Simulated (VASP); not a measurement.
CsLi2: relaxation of cell and atoms with PBE

The system is CsLi2.

```
CELL_PARAMETERS angstrom
3.96633 0.00000 0.00000
-1.98317 3.43495 0.00000
0.00000 0.00000 10.02838
ATOMIC_POSITIONS crystal
Cs 0.00000 0.00000 0.00000
Li 0.33333 0.66667 0.34863
Li 0.33333 0.66667 0.65137
```

The cell was built by a generator and needn't be a form met in nature.

```json
{"Program": "VASP 6.6.1", "Task": "relaxation of cell and atoms", "Functional": "PBE", "Potentials or basis": "VASP PAW PBE potentials, release 64 (Cs_sv_GW, Li_sv_GW)", "Cutoff": "600 eV", "k mesh": "8 × 8 × 3", "Occupations": "fermi-dirac, width 0.05 eV", "Spin": "no spin polarisation", "Further INCAR settings": "ALGO = Fast; EDIFF = 1e-06; IBRION = 2; EDIFFG = -0.02; NSW = 60; ISIF = 3"}
```

- Relaxed volume: 45.26 Å³/atom
- Relaxed cell: a = 3.972 Å, b = 3.972 Å, c = 9.941 Å, α = 90.00°, β = 90.00°, γ = 120.00°
- Space group after relaxing (to 0.05 Å): P-6m2 (No. 187)
- Energy gained by relaxing: 0.3 meV/atom
- Ionic steps: 3
- Pressure after relaxing: 0.0 GPa
- Largest force after relaxing: 0.005 eV/Å
- Band gap on the k mesh: none (metal or under the smearing width)

Forces in eV/Å, atoms in the order of the input:
```
Cs   0.000  0.000  0.000
Li   0.000  0.000  0.005
Li   0.000  0.000 -0.005
```

Step by step:
```csv
step,energy change (eV),largest force (eV/Å),pressure (GPa),volume (Å³)
1,0.0000,0.0082,-0.04,136.63
2,-0.0003,0.0065,-0.03,136.41
3,-0.0008,0.0055,0.00,135.79
```

Final structure:
```yaml
crystal:
  lattice:
    - [3.97153, 0.00001, 0.00000]
    - [-1.98576, 3.43945, 0.00000]
    - [0.00000, 0.00000, 9.94098]
  atoms:
    - { symbol: Cs, position: [0.00000, 0.00000, 0.00000] }
    - { symbol: Li, position: [0.33333, 0.66667, 0.34878] }
    - { symbol: Li, position: [0.33333, 0.66667, 0.65122] }
```

Levels at points of the mesh, in eV from the Fermi level:
```tsv
k point	band 6	band 7	band 8	band 9	band 10	band 11
(0.00, 0.00, 0.00)	-10.02	-2.36	-0.83	-0.64	1.09	3.21
(0.50, 0.00, 0.00)	-10.36	-0.14	0.11	0.51	0.99	1.78
(0.50, 0.50, 0.00)	-10.36	-0.14	0.11	0.51	0.99	1.78
```

Run time: 3.1 min on 1 thread of Intel(R) Xeon(R) Platinum 8488C (Sapphire Rapids), on a shared host, peak memory 0.37 GiB.

Spin-orbit coupling is left out, which matters for the levels of Cs.
